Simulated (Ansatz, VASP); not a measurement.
One calculation of CdTe6Pd, two programs

```
CELL_PARAMETERS angstrom
6.74618 0.00000 0.00000
-3.37309 5.84237 0.00000
-3.37309 1.94745 6.36992
ATOMIC_POSITIONS crystal
Te 0.25000 0.08300 0.75100
Te 0.91700 0.41600 0.75100
Te 0.58400 0.75000 0.75100
Te 0.75000 0.91700 0.24900
Te 0.08300 0.58400 0.24900
Te 0.41600 0.25000 0.24900
Cd 0.50000 0.50000 0.50000
Pd 0.00000 0.00000 0.00000
```

The cell was built by a generator and needn't be a form met in nature.

Alike in both runs: task single point; functional PBE; dispersion D3(BJ); k mesh 3 × 3 × 3; occupations fermi-dirac, width 0.05 eV; no spin polarisation.

|  | VASP | Ansatz |
| --- | --- | --- |
| version | VASP 6.6.1 | Ansatz 0.2.0 |
| potentials or method | VASP PAW PBE potentials, release 64 (Te, Cd, Pd) | PAW plane waves |
| plane-wave cutoff (eV) | 520 | 420 |
| valence electrons in the cell | 58 | 134 |

```csv
,VASP,Ansatz,Ansatz less VASP
gap on the k mesh at the Fermi level (eV),none,none,-
pressure (GPa),-2.4,-2.4,-0.02
largest component of the traceless stress (GPa),1.25,1.25,-0.007
rms of the force components (eV/Å),0.686,0.673,-0.0128
dispersion energy (meV/atom),-421.3,-421.4,-0.12
```

Atom by atom the forces differ by 0.014 eV/Å (rms over components). A gap of «none» marks a metal or a gap that the smearing closes. The two sets of potentials don't hold the same shells in valence.

Caveats: the k mesh is coarse (spacing up to 0.37 Å⁻¹), so the values aren't converged; pairwise dispersion overbinds metals, which lowers pressure and volume; forces of over 1 eV/Å show positions far from the minimum, so gaps and moduli don't describe the material at rest. The runs have no spin-orbit coupling, so splittings on Te are missing.
